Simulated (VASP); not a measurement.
Level of theory: PBE GGA, VASP's PBE PAW potentials (set 64) (plane waves; VASP).

The input files of a VASP run:

KPOINTS:
```
kpoints
0
gamma
 8 8 1
```

### POSCAR
```
PbO
1
    3.9625180000     0.0000000000     0.0000000000
    0.0000000000     3.9625180000     0.0000000000
    0.0000000000     0.0000000000    16.3659340000
Pb O
2 2
Direct
  0.5000000000   0.0000000000   0.5722820000
  0.0000000000   0.5000000000   0.4277180000
  0.0000000000   0.0000000000   0.5000000000
  0.5000000000   0.5000000000   0.5000000000
```

**INCAR**
```
SYSTEM  =  PbO
PREC  =  Accurate; ENCUT  =  400; LREAL  =  .False.
LASPH  =  .True.
EDIFF  =  1E-6; NELM  =  100; ALGO  =  Normal
LMAXMIX  =  4
ISMEAR  =  0; SIGMA  =  0.1
GGA  =  PE
ISIF  =  2
LWAVE  =  .False.; LCHARG  =  .False.; LORBIT  =  11
NEDOS  =  601
```

POTCAR, in this order: Pb_d O (PBE.64 set). Program: vasp_std.

Output

File OUTCAR:
```
 ion  position               nearest neighbor table
   1  0.500  0.000  0.572-   3 2.31   4 2.31   4 2.31   3 2.31   2 3.67   2 3.67   2 3.67   2 3.67
  LATTYP: Found a simple tetragonal cell.
 ALAT       =     3.9625180000
 C/A-ratio  =     4.1301854023
 Subroutine PRICEL returns:
 Original cell was already a primitive cell.
 Subroutine GETGRP returns: Found 16 space group operations
The static configuration has the point symmetry D_2d.
 The point group associated with its full space group is D_4h.
The dynamic configuration has the point symmetry D_2d.
 Subroutine INISYM returns: Found 16 space group operations
 Subroutine IBZKPT returns following result:
 Found     15 irreducible k-points:

 Following reciprocal coordinates:
            Coordinates               Weight
  0.000000  0.000000  0.000000      1.000000
  0.125000  0.000000  0.000000      4.000000
  0.250000  0.000000  0.000000      4.000000
  0.375000  0.000000  0.000000      4.000000
  0.500000  0.000000  0.000000      2.000000
  0.125000  0.125000  0.000000      4.000000
  0.250000  0.125000  0.000000      8.000000
  0.375000  0.125000  0.000000      8.000000
  0.500000  0.125000  0.000000      4.000000
  0.250000  0.250000  0.000000      4.000000
  0.375000  0.250000  0.000000      8.000000
  0.500000  0.250000  0.000000      4.000000
  0.375000  0.375000  0.000000      4.000000
  0.500000  0.375000  0.000000      4.000000
  0.500000  0.500000  0.000000      1.000000
   k-points           NKPTS =     15   k-points in BZ     NKDIM =     15   number of bands    NBANDS=     24
   number of dos      NEDOS =    601   number of ions     NIONS =      4
   total plane-waves  NPLWV =  84672
   dimension x,y,z NGX =    28 NGY =   28 NGZ =  108
   dimension x,y,z NGXF=    56 NGYF=   56 NGZF=  216
   ions per type =               2   2
   PREC   = accura    normal or accurate (medium, high low for compatibility)
   ISTART =      0    job   : 0-new  1-cont  2-samecut
...
```

**OSZICAR**
```
       N       E                     dE             d eps       ncg     rms          rms(c)
DAV:   1     0.420094084726E+03    0.42009E+03   -0.16048E+04   768   0.118E+03
DAV:   2     0.413130306733E+02   -0.37878E+03   -0.37260E+03   896   0.378E+02
DAV:   3    -0.239405549314E+02   -0.65254E+02   -0.62533E+02   968   0.179E+02
DAV:   4    -0.264838266506E+02   -0.25433E+01   -0.25421E+01   928   0.410E+01
DAV:   5    -0.265347173751E+02   -0.50891E-01   -0.50888E-01  1008   0.489E+00    0.125E+01
DAV:   6    -0.215714406470E+02    0.49633E+01   -0.34966E+01  1136   0.460E+01    0.492E+00
DAV:   7    -0.215428840592E+02    0.28557E-01   -0.29068E+00   904   0.118E+01    0.293E+00
DAV:   8    -0.215196845247E+02    0.23200E-01   -0.15291E+00  1168   0.105E+01    0.194E+00
DAV:   9    -0.214312800936E+02    0.88404E-01   -0.53021E-01  1152   0.623E+00    0.379E-01
DAV:  10    -0.214408947626E+02   -0.96147E-02   -0.40062E-02   936   0.137E+00    0.218E-01
DAV:  11    -0.214373102341E+02    0.35845E-02   -0.29576E-02  1168   0.130E+00    0.196E-01
DAV:  12    -0.214371389455E+02    0.17129E-03   -0.34061E-03   968   0.769E-01    0.895E-02
DAV:  13    -0.214371181037E+02    0.20842E-04   -0.39725E-03  1104   0.444E-01    0.101E-01
DAV:  14    -0.214370675748E+02    0.50529E-04   -0.17513E-03   992   0.409E-01    0.341E-02
DAV:  15    -0.214372157995E+02   -0.14822E-03   -0.18205E-04  1008   0.114E-01    0.156E-02
DAV:  16    -0.214375151071E+02   -0.29931E-03   -0.25441E-04  1112   0.172E-01    0.310E-02
DAV:  17    -0.214375885312E+02   -0.73424E-04   -0.17442E-04  1040   0.129E-01    0.717E-03
DAV:  18    -0.214377024617E+02   -0.11393E-03   -0.34746E-05   808   0.306E-02    0.383E-03
DAV:  19    -0.214377108777E+02   -0.84160E-05   -0.33150E-06   752   0.127E-02    0.112E-03
DAV:  20    -0.214377167951E+02   -0.59174E-05   -0.87188E-07   544   0.769E-03    0.335E-04
DAV:  21    -0.214377172165E+02   -0.42138E-06   -0.21272E-07   632   0.762E-03
   1 F= -.21437717E+02 E0= -.21437717E+02  d E =-.354481E-11
```

OUTCAR:
```
------------------------ aborting loop because EDIFF is reached ----------------------------------------
  FORCE on cell =-STRESS in cart. coord.  units (eV):
  Direction    XX          YY          ZZ          XY          YZ          ZX
  --------------------------------------------------------------------------------------
  Total        1.2226481      1.2226481      0.5316626      0.0000000      0.0000000      0.0000000
  in kB        7.6230498      7.6230498      3.3148464      0.0000000      0.0000000      0.0000000
  external PRESSURE =       6.1869820 kB  Pullay stress =       0.0000000 kB
  volume of cell :      256.97
      direct lattice vectors                 reciprocal lattice vectors
     3.962518000  0.000000000  0.000000000     0.252364784  0.000000000  0.000000000
     0.000000000  3.962518000  0.000000000     0.000000000  0.252364784  0.000000000
     0.000000000  0.000000000 16.365934000     0.000000000  0.000000000  0.061102532
 POSITION                                       TOTAL-FORCE (eV/Angst)
 -----------------------------------------------------------------------------------
      1.98126      0.00000      9.36593         0.000000     -0.000000      0.782657
      0.00000      1.98126      7.00000        -0.000000     -0.000000     -0.782657
      0.00000      0.00000      8.18297         0.000000     -0.000000      0.000000
      1.98126      1.98126      8.18297        -0.000000      0.000000      0.000000
 -----------------------------------------------------------------------------------
    total drift:                                0.000000      0.000000      0.000000
  FREE ENERGIE OF THE ION-ELECTRON SYSTEM (eV)
  ---------------------------------------------------
  free  energy   TOTEN  =       -21.4377172165 eV

  energy  without entropy=      -21.4377172165  energy(sigma->0) =      -21.43771722

 total charge

# of ion       s       p       d       tot
------------------------------------------
    1        1.380   0.630   9.878  11.888
    2        1.380   0.630   9.878  11.888
    3        1.604   3.420   0.000   5.023
    4        1.604   3.420   0.000   5.023
--------------------------------------------------
tot          5.967   8.099  19.756  33.823
```
(Selected blocks of OUTCAR.)

At this cut-off the stress carries a Pulay error, which pulls relaxed volumes low. The cell holds a wide vacuum, so values per volume refer to the whole cell.

The cell is a sheet with vacuum, built from a generated structure.
